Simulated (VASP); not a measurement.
MoS2:

```
CELL_PARAMETERS angstrom
3.14878 0.00000 0.00000
-1.57439 2.72692 0.00000
0.00000 0.00000 12.08852
ATOMIC_POSITIONS crystal
Mo 0.33333 0.66667 0.25000
Mo 0.66667 0.33333 0.75000
S 0.33333 0.66667 0.62053
S 0.66667 0.33333 0.12053
S 0.33333 0.66667 0.87947
S 0.66667 0.33333 0.37947
```

Base run:

| Property | Result |
| --- | --- |
| Program | VASP 6.6.1 |
| Functional | PBE |
| Potentials or basis | VASP PAW PBE potentials, release 64 (Mo_sv, S) |
| Cutoff | 520 eV |
| k mesh | 12 × 12 × 3 |
| Occupations | gaussian, width 0.03 eV |
| Spin | no spin polarisation |

Its results: band gap on the k mesh 0.80 eV, indirect (least direct gap 1.71 eV); pressure 4.2 GPa.

Q: The run is repeated on the same cell with these changes: functional from PBE to LDA; potentials or basis from VASP PAW PBE potentials, release 64 (Mo_sv, S) to VASP PAW LDA potentials, release 64 (Mo_sv, S). What comes out?

A: Band gap on the k mesh 0.72 eV, indirect (least direct gap 1.70 eV); pressure -3.6 GPa.

Caveats: this functional lacks dispersion, which binds the layers, so the pressure and a relaxed spacing across them are unreliable (some runs).
